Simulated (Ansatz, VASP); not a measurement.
# YSb in two plane-wave programs

Wanted: the spread between two codes on one cell, functional and k mesh. The cell is generated by rule, not measured, and may not be a known phase. The cell is taken from a series of runs on this material, whose earlier steps may have relaxed, scaled, displaced or heated it; both programs get it as it stands.

Program: Ansatz 0.2.0. Level of theory: plane waves, with VASP 6.6.1 beside it; zone-centre phonons at PBEsol. Results are calculated unless marked as measured.

The structure was built from a prototype and need not be the compound's stable phase.

## 1. Set-up

Symmetry: P6_3/mmc, No. 194, hexagonal system. The conventional cell has a = 5.215 Å, b = 5.215 Å, c = 6.042 Å, α = 90.00°, β = 90.00°, γ = 120.00°. Y has 5 Sb at 3.01 to 3.02 Å nearest. Nearest to Sb lie 5 Y at 3.01 to 3.02 Å. Farther neighbours are not listed.

## 2. VASP: zone-centre phonons, PBEsol

Second derivatives magnify differences that forces hide, and they need a tight electronic threshold.

Lines of VASP's logs that name or quote its potential files are left out, and so is its time.

The input, INCAR:

```
SYSTEM = YSb
PREC = Accurate
ENCUT = 500
EDIFF = 1E-08
NELM = 120
ISMEAR = 1
SIGMA = 0.2
LREAL = .FALSE.
ALGO = Normal
GGA = PS
NBANDS = 22
LASPH = .TRUE.
LORBIT = 11
LWAVE = .FALSE.
LCHARG = .FALSE.
ISIF = 2
IBRION = 8
GGA_COMPAT = .FALSE.
KPAR = 2
```

The input, POSCAR:

```
YSb
1.0
    5.2152902591      0.0000000000      0.0000000000
   -2.6076451296      4.5165738525      0.0000000000
    0.0000000000      0.0000000000      6.0423434378
Y Sb
2 2
Direct
    0.3333333333      0.6666666667      0.2500000000
    0.6666666667      0.3333333333      0.7500000000
    0.6666666667      0.3333333333      0.2500000000
    0.3333333333      0.6666666667      0.7500000000
```

The input, KPOINTS:

```
Automatic mesh
0
Gamma
9 9 8
0 0 0
```

PAW data sets: Y_sv and Sb (PBE family, release 64).

The run is started by

```sh
> mpirun -np 2 vasp_std
```

Numbers of over 12 decimals in the logs are rounded to 6 here.

What it wrote:

```text
[banner, memory and clock lines left out]
running    2 mpi-ranks, on    1 nodes
 distrk:  each k-point on    1 cores,    2 groups
 distr:  one band on    1 cores,    1 groups

 POSCAR found type information on POSCAR Y Sb
 POSCAR found :  2 types and       4 ions
|                                                                             |
|               ----> ADVICE to this user running VASP <----                  |
|                                                                             |
|     You enforced a specific xc type in the INCAR file but a different       |
|     [... a line on the potential file left out ...]
|     I HOPE YOU KNOW WHAT YOU ARE DOING!                                     |
|                                                                             |

 LDA part: xc-table for (Slater+PW92), standard interpolation
 POSCAR, INCAR and KPOINTS ok, starting setup
 FFT: planning ... GRIDC
 FFT: planning ... GRID_SOFT
 FFT: planning ... GRID
 WAVECAR not read
 entering main loop
       N       E                     dE             d eps       ncg     rms          rms(c)
DAV:   1     0.165108379722E+03    0.16511E+03   -0.13825E+04  2648   0.124E+03
DAV:   2    -0.124934775615E+02   -0.17760E+03   -0.16905E+03  3134   0.289E+02
DAV:   3    -0.270050291124E+02   -0.14512E+02   -0.14305E+02  4336   0.574E+01
DAV:   4    -0.282468464999E+02   -0.12418E+01   -0.12373E+01  4390   0.153E+01
DAV:   5    -0.282759450924E+02   -0.29099E-01   -0.29096E-01  3882   0.227E+00    0.358E+01
DAV:   6    -0.265252627513E+02    0.17507E+01   -0.38193E+00  3170   0.776E+00    0.245E+01
DAV:   7    -0.265221182402E+02    0.31445E-02   -0.38382E+00  3952   0.750E+00    0.468E+00
DAV:   8    -0.263959141649E+02    0.12620E+00   -0.17397E+00  3020   0.545E+00    0.149E+00
DAV:   9    -0.263745500091E+02    0.21364E-01   -0.15445E-01  3270   0.181E+00    0.366E-01
DAV:  10    -0.263760300231E+02   -0.14800E-02   -0.13952E-02  4124   0.518E-01    0.555E-01
DAV:  11    -0.263751473891E+02    0.88263E-03   -0.53965E-03  3352   0.346E-01    0.739E-02
DAV:  12    -0.263752015632E+02   -0.54174E-04   -0.46598E-04  4186   0.103E-01    0.382E-02
DAV:  13    -0.263752067734E+02   -0.52102E-05   -0.53667E-05  3666   0.432E-02    0.215E-02
DAV:  14    -0.263752121759E+02   -0.54025E-05   -0.10648E-05  3384   0.191E-02    0.356E-03
DAV:  15    -0.263752124994E+02   -0.32349E-06   -0.16996E-06  4120   0.569E-03    0.666E-03
DAV:  16    -0.263752120081E+02    0.49136E-06   -0.73442E-07  3462   0.505E-03    0.101E-03
DAV:  17    -0.263752121115E+02   -0.10346E-06   -0.67852E-08  3622   0.144E-03    0.457E-04
DAV:  18    -0.263752121685E+02   -0.57010E-07   -0.25148E-09  2352   0.409E-04    0.955E-05
DAV:  19    -0.263752121613E+02    0.71936E-08   -0.47247E-10  2286   0.131E-04
   1 F= -.26375212E+02 E0= -.26375583E+02  d E =0.111265E-02
 Linear response reoptimize wavefunctions to high precision
DAV:   1    -0.263752121674E+02   -0.60186E-08   -0.28287E-10  2316   0.110E-04
DAV:   2    -0.263752121674E+02   -0.42292E-10   -0.84809E-11  2232   0.557E-05
 Linear response DOF=           4
 Linear response progress:
  Degree of freedom:   1/  4
       N       E                     dE             d eps       ncg     rms          rms(c)
RMM:   1    -0.304020977627E+00   -0.30402E+00    0.50574E+00 10473   0.124E+01
RMM:   2    -0.289474763040E+00    0.14546E-01   -0.21948E-01 16293   0.215E+00    0.259E-01
RMM:   3    -0.291959849157E+00   -0.24851E-02   -0.15170E-02 17836   0.563E-01    0.170E-01
RMM:   4    -0.292526072882E+00   -0.56622E-03   -0.24424E-03 22044   0.215E-01    0.568E-02
RMM:   5    -0.292599063439E+00   -0.72991E-04   -0.53245E-04 22958   0.964E-02    0.184E-02
RMM:   6    -0.292539760773E+00    0.59303E-04   -0.12873E-04 23382   0.425E-02    0.974E-03
RMM:   7    -0.292451447993E+00    0.88313E-04   -0.53554E-05 23115   0.218E-02    0.395E-03
RMM:   8    -0.292457136107E+00   -0.56881E-05   -0.27873E-05 22991   0.122E-02    0.313E-03
RMM:   9    -0.292439979983E+00    0.17156E-04   -0.18485E-05 23410   0.783E-03    0.105E-03
RMM:  10    -0.292443580116E+00   -0.36001E-05   -0.18888E-05 23743   0.525E-03    0.135E-03
RMM:  11    -0.292443142618E+00    0.43750E-06   -0.12696E-05 23453   0.394E-03    0.832E-04
RMM:  12    -0.292441452450E+00    0.16902E-05   -0.92595E-06 23569   0.310E-03    0.230E-04
RMM:  13    -0.292442276827E+00   -0.82438E-06   -0.65949E-06 23669   0.251E-03    0.341E-04
RMM:  14    -0.292442303388E+00   -0.26561E-07   -0.49800E-06 23456   0.210E-03    0.284E-04
[...]
RMM:  24    -0.292441953003E+00    0.21431E-07   -0.70131E-07 23636   0.668E-04    0.237E-05
RMM:  25    -0.292441932657E+00    0.20346E-07   -0.60932E-07 23539   0.617E-04    0.266E-05
RMM:  26    -0.292441885611E+00    0.47046E-07   -0.50787E-07 23216   0.575E-04    0.499E-05
RMM:  27    -0.292441872388E+00    0.13223E-07   -0.44403E-07 23896   0.536E-04    0.543E-05
RMM:  28    -0.292441895546E+00   -0.23159E-07   -0.38909E-07 22247   0.504E-04    0.170E-05
RMM:  29    -0.292441904102E+00   -0.85559E-08   -0.33333E-07 23237   0.474E-04    0.155E-05
RMM:  30    -0.292441904414E+00   -0.31192E-09   -0.29894E-07 22676   0.448E-04    0.198E-05
RMM:  31    -0.292441896786E+00    0.76278E-08   -0.26431E-07 23005   0.426E-04    0.185E-05
 first order change of Fermi-energy  -0.11638E-04
 force on displaced ion       1 direction 1 :  -5.657   0.001   0.000
 Linear response progress:
  Degree of freedom:   2/  4
       N       E                     dE             d eps       ncg     rms          rms(c)
RMM:   1    -0.309642363486E+00   -0.30964E+00    0.55076E+00  4123   0.123E+01
RMM:   2    -0.295322048627E+00    0.14320E-01   -0.20753E-01  6182   0.203E+00    0.186E-01
RMM:   3    -0.297541594027E+00   -0.22195E-02   -0.14644E-02  7006   0.526E-01    0.146E-01
RMM:   4    -0.297938801104E+00   -0.39721E-03   -0.24151E-03  8363   0.203E-01    0.849E-02
RMM:   5    -0.297991228630E+00   -0.52428E-04   -0.51804E-04  8736   0.899E-02    0.110E-02
RMM:   6    -0.297959410945E+00    0.31818E-04   -0.15766E-04  8822   0.390E-02    0.127E-02
RMM:   7    -0.297917018543E+00    0.42392E-04   -0.73181E-05  8755   0.223E-02    0.304E-03
RMM:   8    -0.297890682318E+00    0.26336E-04   -0.51727E-05  9011   0.131E-02    0.776E-04
RMM:   9    -0.297894683111E+00   -0.40008E-05   -0.45218E-05  9129   0.838E-03    0.157E-03
RMM:  10    -0.297892293759E+00    0.23894E-05   -0.43895E-05  9083   0.590E-03    0.117E-03
RMM:  11    -0.297896529222E+00   -0.42355E-05   -0.34749E-05  8836   0.461E-03    0.535E-04
RMM:  12    -0.297898662972E+00   -0.21338E-05   -0.30533E-05  9109   0.361E-03    0.824E-04
RMM:  13    -0.297899043652E+00   -0.38068E-06   -0.23304E-05  8874   0.296E-03    0.589E-04
RMM:  14    -0.297898153008E+00    0.89064E-06   -0.17913E-05  8754   0.247E-03    0.122E-03
RMM:  15    -0.297898904574E+00   -0.75157E-06   -0.14119E-05  8588   0.213E-03    0.763E-04
RMM:  16    -0.297899480333E+00   -0.57576E-06   -0.10788E-05  9189   0.180E-03    0.795E-04
RMM:  17    -0.297899462724E+00    0.17609E-07   -0.82831E-06  9208   0.155E-03    0.928E-04
RMM:  18    -0.297899732020E+00   -0.26930E-06   -0.66249E-06  8909   0.136E-03    0.913E-04
 first order change of Fermi-energy   0.51002E-03
 force on displaced ion       1 direction 3 :  -0.000  -0.000  -5.951
 Linear response progress:
  Degree of freedom:   3/  4
       N       E                     dE             d eps       ncg     rms          rms(c)
RMM:   1    -0.341409029998E-01   -0.34141E-01   -0.10936E-02 17645   0.113E+00
RMM:   2    -0.308779225896E-01    0.32630E-02   -0.77006E-03 18737   0.277E-01    0.240E-01
RMM:   3    -0.310725871151E-01   -0.19466E-03   -0.13014E-03 19413   0.110E-01    0.186E-01
RMM:   4    -0.315109192475E-01   -0.43833E-03   -0.46460E-04 17906   0.842E-02    0.244E-02
RMM:   5    -0.314027148557E-01    0.10820E-03   -0.11780E-04 19537   0.328E-02    0.202E-02
RMM:   6    -0.314350772154E-01   -0.32362E-04   -0.32295E-05 21602   0.138E-02    0.664E-03
RMM:   7    -0.314445424096E-01   -0.94652E-05   -0.85653E-06 21588   0.653E-03    0.871E-04
RMM:   8    -0.314466174505E-01   -0.20750E-05   -0.40464E-06 22765   0.325E-03    0.860E-04
RMM:   9    -0.314488749202E-01   -0.22575E-05   -0.12459E-06 22474   0.177E-03    0.421E-04
RMM:  10    -0.314504224704E-01   -0.15476E-05   -0.91244E-07 22221   0.109E-03    0.538E-05
RMM:  11    -0.314503199655E-01    0.10250E-06   -0.26611E-07 23223   0.614E-04    0.106E-04
RMM:  12    -0.314507538969E-01   -0.43393E-06   -0.31887E-07 22420   0.388E-04    0.294E-05
RMM:  13    -0.314505001992E-01    0.25370E-06   -0.18022E-07 22514   0.256E-04    0.640E-05
RMM:  14    -0.314505824465E-01   -0.82247E-07   -0.91248E-08 23002   0.178E-04    0.328E-05
RMM:  15    -0.314506592328E-01   -0.76786E-07   -0.74077E-08 23212   0.134E-04    0.101E-05
RMM:  16    -0.314506237324E-01    0.35500E-07   -0.28237E-08 22431   0.108E-04    0.211E-05
RMM:  17    -0.314506542601E-01   -0.30528E-07   -0.42975E-08 22502   0.939E-05    0.662E-06
RMM:  18    -0.314506745116E-01   -0.20251E-07   -0.65866E-09 23111   0.854E-05    0.157E-06
RMM:  19    -0.314506721780E-01    0.23336E-08   -0.12411E-08 21820   0.799E-05    0.330E-06
 first order change of Fermi-energy  -0.43146E-04
 force on displaced ion       3 direction 1 :  -5.639   0.001   0.000
 Linear response progress:
  Degree of freedom:   4/  4
       N       E                     dE             d eps       ncg     rms          rms(c)
RMM:   1    -0.360359720504E-01   -0.36036E-01   -0.82082E-04  6790   0.115E+00
RMM:   2    -0.333376477972E-01    0.26983E-02   -0.84621E-03  7298   0.278E-01    0.276E-01
RMM:   3    -0.335928196104E-01   -0.25517E-03   -0.14832E-03  7496   0.110E-01    0.155E-01
RMM:   4    -0.339501525941E-01   -0.35733E-03   -0.47939E-04  7168   0.706E-02    0.132E-02
RMM:   5    -0.339226951875E-01    0.27457E-04   -0.11524E-04  7939   0.292E-02    0.144E-02
RMM:   6    -0.339611380720E-01   -0.38443E-04   -0.35040E-05  8434   0.129E-02    0.520E-03
RMM:   7    -0.339666808596E-01   -0.55428E-05   -0.99892E-06  8271   0.665E-03    0.447E-03
RMM:   8    -0.339756349200E-01   -0.89541E-05   -0.33379E-06  8103   0.401E-03    0.110E-03
RMM:   9    -0.339779846649E-01   -0.23497E-05   -0.17945E-06  8648   0.199E-03    0.625E-04
RMM:  10    -0.339812445793E-01   -0.32599E-05   -0.11179E-06  8432   0.119E-03    0.387E-04
RMM:  11    -0.339794484734E-01    0.17961E-05   -0.42448E-07  8235   0.778E-04    0.304E-04
RMM:  12    -0.339799232463E-01   -0.47477E-06   -0.39419E-07  8619   0.447E-04    0.172E-04
RMM:  13    -0.339803336744E-01   -0.41043E-06   -0.34394E-07  8605   0.290E-04    0.501E-05
RMM:  14    -0.339802835625E-01    0.50112E-07   -0.15696E-07  8747   0.185E-04    0.304E-05
RMM:  15    -0.339802861339E-01   -0.25715E-08   -0.12201E-07  8846   0.131E-04    0.258E-05
RMM:  16    -0.339803426623E-01   -0.56528E-07   -0.68300E-08  8915   0.104E-04    0.105E-05
RMM:  17    -0.339803593993E-01   -0.16737E-07   -0.47688E-08  8835   0.873E-05    0.637E-06
RMM:  18    -0.339803688363E-01   -0.94371E-08   -0.38171E-08  8584   0.789E-05    0.693E-06
 first order change of Fermi-energy  -0.11253E-02
 force on displaced ion       3 direction 3 :   0.000  -0.000  -6.415
 Linear response finished
```

[end of part 1 of 2]

[Lines on the potential files, build, host, timing and source positions are cut from VASP's logs without a mark.]

[Logs are printed without paths, hosts, clocks, repeated set-up lines and the standing remarks that a program may print on its own settings, such as how far it seeks lower states.]

[Hosts, paths, dates, database ids (printed as entryN), source tags and the programs' standing remarks are cut or masked in the printed files.]
